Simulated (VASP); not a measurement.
Given:

```
ZrB2
1.0
    1.58175    -2.76721     0.00000
    1.58175     2.76721     0.00000
    0.00000     0.00000     3.53917
Zr B
1 2
Cartesian
  0.00000   0.00000   0.00000
  1.58175   0.92241   1.76958
  1.67334  -0.92241   1.76958
```

Computed with PBE GGA, VASP's PBE PAW potentials (set 64) (plane waves; VASP). Run with 520 eV cut-off, 10×10×8 Γ-centred mesh, tetrahedra, potentials Zr_sv B.

Question: Which forces act on the atoms, in eV/Å?

Answer: 
| atom | Fx | Fy | Fz |
|---|---|---|---|
| Zr1 | 0.587 | 0.034 | 0.000 |
| B2 | 0.778 | -0.100 | 0.000 |
| B3 | -1.366 | 0.067 | 0.000 |

Question: Give the stress tensor in GPa (positive for a compressed cell).

Answer: 
```
 2.68   0.90   0.00
 0.90  -3.16   0.00
 0.00   0.00   0.35
```
The pressure is its mean diagonal, -0.04 GPa.

The compound is ZrB2 in the AlB2 type structure. The cell was not relaxed at this level, atoms are displaced from their ideal sites. The run is one of a series of settings (ISMEAR = -4, SIGMA removed against the base run), some of them coarse on purpose.
